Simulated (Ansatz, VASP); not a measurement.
# Nb2NF2: VASP beside Ansatz, part 2 of 2

Wanted: the spread between two codes on one cell, functional and k mesh. The structure shown is the start of the Ansatz relaxation below; VASP solves that cell, so the two are compared at the walk's first step.

VASP 6.6.1 and Ansatz 0.2.0.

So far. Step 4 (Comparison): The forces differ by 9.3 meV/Å r.m.s., which is 0.6 % of the r.m.s. force of 1.632 eV/Å (both taken over all components). With vacuum in the cell, a pressure given here is an average over mostly empty space and none of the material.

## 6. VASP: single point, PBE, start cell, pair 2

Level of this step: PBE; plane waves and PAW (N, Nb_sv, F) (VASP).

The same cell, functional, mesh and smearing now go to VASP, with its own data sets.

INCAR

```
SYSTEM = Nb2NF2
PREC = Accurate
ENCUT = 520
EDIFF = 1E-06
NELM = 120
ISMEAR = 0
SIGMA = 0.1
LREAL = .FALSE.
ALGO = Normal
GGA = PE
NBANDS = 28
LASPH = .TRUE.
LORBIT = 11
LWAVE = .FALSE.
LCHARG = .FALSE.
ISIF = 2
LDIPOL = .TRUE.
IDIPOL = 3
DIPOL = 0.5 0.5 0.301
LVHAR = .TRUE.
GGA_COMPAT = .FALSE.
NELMDL = -8
KPAR = 2
```

POSCAR

```
Nb2NF2
1.0
    3.2839650000      0.0000000000      0.0000000000
   -1.6419820000      2.8439970000      0.0000000000
    0.0000000000      0.0000000000     33.2000000000
N Nb F
1 2 2
Direct
    0.0000000000      0.0000000000      0.3012048193
    0.3333332318      0.6666666667      0.3315994277
    0.6666664637      0.3333333333      0.2708102108
    0.6666664637      0.3333333333      0.3710774699
    0.3333332318      0.6666666667      0.2313321687
```

KPOINTS

```
Automatic mesh
0
Gamma
12 12 1
0 0 0
```

Potentials, in the order of the species: N, Nb_sv and F (PBE family, release 64).

Run with:

```console
> mpirun -np 2 vasp_std
```

Numbers of over 12 decimals in the logs are rounded to 6 here.

The program printed:

```text
[... set-up lines as in an earlier step ...]
 entering main loop
       N       E                     dE             d eps       ncg     rms          rms(c)
DAV:   1     0.448492679551E+03    0.44849E+03   -0.22813E+04  1400   0.129E+03
DAV:   2     0.155191461636E+02   -0.43297E+03   -0.42130E+03  1452   0.443E+02
DAV:   3    -0.437929603202E+02   -0.59312E+02   -0.58219E+02  1696   0.141E+02
DAV:   4    -0.470274062890E+02   -0.32344E+01   -0.31542E+01  1760   0.329E+01
[...]
DAV:  25    -0.412673356101E+02   -0.26513E-05   -0.14662E-07   808   0.299E-03    0.193E-04
DAV:  26    -0.412673374754E+02   -0.18654E-05   -0.14026E-07   856   0.221E-03    0.192E-04
DAV:  27    -0.412673377277E+02   -0.25225E-06   -0.43510E-08   760   0.180E-03
   1 F= -.41267338E+02 E0= -.41262472E+02  d E =-.973158E-02
```

OUTCAR, selected parts (step 6):

```text
  Total       -0.3222216     -0.3222216      0.1130047     -0.0000001      0.0000000     -0.0000000
  in kB       -1.6649436     -1.6649435      0.5839038     -0.0000003      0.0000000     -0.0000000
  external PRESSURE =      -0.9153278 kB  Pullay stress =       0.0000000 kB

 POSITION                                       TOTAL-FORCE (eV/Angst)
 -----------------------------------------------------------------------------------
      0.00000      0.00000     10.00000         0.000000      0.000000      0.000000
     -0.00000      1.89600     11.00910         0.000000     -0.000000      0.070040
      1.64198      0.94800      8.99090        -0.000000      0.000000     -0.070040
      1.64198      0.94800     12.31977         0.000000     -0.000000      0.020787
     -0.00000      1.89600      7.68023         0.000000      0.000000     -0.020787
 -----------------------------------------------------------------------------------
    total drift:                                0.003509      0.000000     -0.000065

  FREE ENERGIE OF THE ION-ELECTRON SYSTEM (eV)
  ---------------------------------------------------
  free  energy   TOTEN  =       -41.2673377277 eV

  energy  without entropy=      -41.2576061440  energy(sigma->0) =      -41.26247194

[... 3 further parts left out ...]
[key lines of the parts left out:]
E-fermi :  -1.2980
```

The run ends at a pressure of -0.09 GPa, with forces up to 0.070 eV/Å.

## 7. Differences

What differs besides the data sets and the points named for the pairs above, as far as they apply: the cutoff is 420 eV in Ansatz and 520 eV in VASP. Total energies have different zeros and are not compared.

Forces (eV/Å; atoms numbered as in POSCAR):

```
atom        Ansatz x, y, z          VASP x, y, z
  N1   0.000, 0.000, 0.000   0.000, 0.000, 0.000
 Nb2   0.000, 0.000, 0.085   0.000, 0.000, 0.070
 Nb3  0.000, 0.000, -0.085  0.000, 0.000, -0.070
  F4   0.000, 0.000, 0.020   0.000, 0.000, 0.021
  F5  0.000, 0.000, -0.020  0.000, 0.000, -0.021
```

The forces differ by 5.6 meV/Å r.m.s., which is 21.0 % of the r.m.s. force of 0.027 eV/Å (both taken over all components). With vacuum in the cell, a pressure given here is an average over mostly empty space and none of the material.

## 8. Ansatz: relaxation, PBE

The two programs are compared at the cell with which this relaxation starts, whose forces are those of its first step.

The structure compared here is the start of the Ansatz relaxation; VASP solves that cell, so the two are compared at the walk's first step.

input.yaml

```yaml
crystal:
  lattice:
    - [3.2759360545, 0.0, 0.0]
    - [-1.6379680272, 2.8370438444, 0.0]
    - [0.0, 0.0, 33.2]
  atoms:
    - { symbol: "N", position: [0.0, 0.0, 0.3012048193] }
    - { symbol: Nb, position: [0.3333333333, 0.6666666667, 0.3317756088] }
    - { symbol: Nb, position: [0.6666666667, 0.3333333333, 0.2706340298] }
    - { symbol: F, position: [0.6666666667, 0.3333333333, 0.3714143114] }
    - { symbol: F, position: [0.3333333333, 0.6666666667, 0.2309953272] }
  periodic: [true, true, false]
kpoints:
  mp_grid: { grid: [12, 12, 1] }
hamiltonian:
  xc: pbe
scf:
  occupations: { method: methfessel_paxton, width: 0.15 }
output:
  forces: true
  stress: true
  eigenvalues: true
relax:
  adjacent_minimum: "off"
  f_tol: 0.001
  max_steps: 60
  cell: { stress_2d_tol: 0.002 }
```

Run with:

```console
> ansatz run input.yaml --threads 8 --pin off --max-ram 14336MiB --backend cpu --events-out ev --progress --plain --runs-dir out
```

The program printed:

```text
[...]
Crystal: 5 atoms, lattice volume = 308.560 Å³
Basis set: ecut = 420 eV, 6159 PW (Γ), exchange–correlation on 48×48×450 points (8 copies of the dense FFT grid, shifted against one another)
Bands: 28, of which v1, the nominal top of the filled ones, is band 23 counted from 1 (22 counted from 0)
Symmetry: 12 space group operations
[...]
k-points: 19 of 144
[...]
cell:  # Å, volume = 308.1144 Å³
    - [3.273570, -2.884669480410564e-11, 0]
    - [-1.636785, 2.834995, 0]
    - [0, 0, 33.2]
  atoms:
    - { symbol: N, position: [0, 0, 0.3012048193] }
    - { symbol: Nb, position: [0.333333, 0.666667, 0.331829] }
    - { symbol: Nb, position: [0.666667, 0.333333, 0.270581] }
    - { symbol: F, position: [0.666667, 0.333333, 0.371505] }
    - { symbol: F, position: [0.333333, 0.666667, 0.230905] }
[key lines of the parts left out:]
SCF converged after 10 iterations
Free energy (F): -11108.529466 eV
Fermi energy:    -3.940490 eV
P = ½ c Tr σ = -0.0002 N/m
```

## 9. VASP: single point, PBE, start cell, pair 3

The same cell, functional, mesh and smearing now go to VASP, with its own data sets.

Edit INCAR of step 6 so:

```diff
@@ -5,4 +5,4 @@
 NELM = 120
-ISMEAR = 0
-SIGMA = 0.1
+ISMEAR = 1
+SIGMA = 0.15
 LREAL = .FALSE.
```

POSCAR

```
Nb2NF2
1.0
    3.2759360000      0.0000000000      0.0000000000
   -1.6379680000      2.8370440000      0.0000000000
    0.0000000000      0.0000000000     33.2000000000
N Nb F
1 2 2
Direct
    0.0000000000      0.0000000000      0.3012048193
    0.3333333921      0.6666667842      0.3317756024
    0.6666666079      0.3333332158      0.2706340361
    0.6666666079      0.3333332158      0.3714143072
    0.3333333921      0.6666667842      0.2309953313
```

KPOINTS is that of step 6.

Run with:

```console
> mpirun -np 2 vasp_std
```

The program printed:

```text
[... set-up lines as in an earlier step ...]
 entering main loop
       N       E                     dE             d eps       ncg     rms          rms(c)
DAV:   1     0.461309374769E+03    0.46131E+03   -0.22657E+04  1384   0.130E+03
DAV:   2     0.198535948188E+02   -0.44146E+03   -0.42812E+03  1376   0.436E+02
DAV:   3    -0.435559809515E+02   -0.63410E+02   -0.62507E+02  1704   0.148E+02
DAV:   4    -0.470155823971E+02   -0.34596E+01   -0.33302E+01  1776   0.346E+01
[...]
DAV:  25    -0.412632772133E+02   -0.21133E-05   -0.12499E-07   784   0.279E-03    0.218E-04
DAV:  26    -0.412632791414E+02   -0.19280E-05   -0.15325E-07   868   0.216E-03    0.227E-04
DAV:  27    -0.412632793971E+02   -0.25570E-06   -0.39678E-08   752   0.173E-03
   1 F= -.41263279E+02 E0= -.41264731E+02  d E =0.435389E-02
```

OUTCAR, selected parts (step 9):

```text
  Total       -0.2149809     -0.2149809     -0.0631351      0.0000000     -0.0000000      0.0000000
  in kB       -1.1162741     -1.1162742     -0.3278251      0.0000000     -0.0000000      0.0000000
  external PRESSURE =      -0.8534578 kB  Pullay stress =       0.0000000 kB

 POSITION                                       TOTAL-FORCE (eV/Angst)
 -----------------------------------------------------------------------------------
      0.00000      0.00000     10.00000         0.000000      0.000000      0.000000
      0.00000      1.89136     11.01495         0.000000     -0.000000      0.022702
      1.63797      0.94568      8.98505        -0.000000      0.000000     -0.022702
      1.63797      0.94568     12.33095         0.000000      0.000000      0.003123
      0.00000      1.89136      7.66904        -0.000000      0.000000     -0.003123
 -----------------------------------------------------------------------------------
    total drift:                                0.000000      0.000000     -0.000039

  FREE ENERGIE OF THE ION-ELECTRON SYSTEM (eV)
  ---------------------------------------------------
  free  energy   TOTEN  =       -41.2632793971 eV

  energy  without entropy=      -41.2676332898  energy(sigma->0) =      -41.26473069

[... 1 part as in an earlier step ...]

[... 2 further parts left out ...]
[key lines of the parts left out:]
E-fermi :  -1.2737
```

The run ends at a pressure of -0.09 GPa, with forces up to 0.023 eV/Å.

## 10. Differences

At this near-relaxed geometry the largest component of a force difference is 17 meV/Å. With vacuum in the cell, a pressure given here is an average over mostly empty space and none of the material.

## 11. Outcome

```
r.m.s. force difference (single point, PBE, start cell, pair 1) : 0.57 % of the r.m.s. force
r.m.s. force difference (single point, PBE, start cell, pair 2) : 5.6 meV/Å
r.m.s. force difference (single point, PBE, start cell, pair 3) : 6.2 meV/Å
```

What this shows: The r.m.s. force difference is 6.2 meV/Å (single point, PBE, start cell, pair 3), within the 12 meV/Å picked in this series as the mark of a large difference. 3 further runs of this series are not shown here. Such differences can come from data sets, numerical settings and the points named under the comparisons, not from the functional's error against experiment.

[Lines on the potential files, build, host, timing and source positions are cut from VASP's logs without a mark.]

[Logs are printed without paths, hosts, clocks, repeated set-up lines and the standing remarks that a program may print on its own settings, such as how far it seeks lower states.]

[Hosts, paths, dates, database ids (printed as entryN), source tags and the programs' standing remarks are cut or masked in the printed files.]
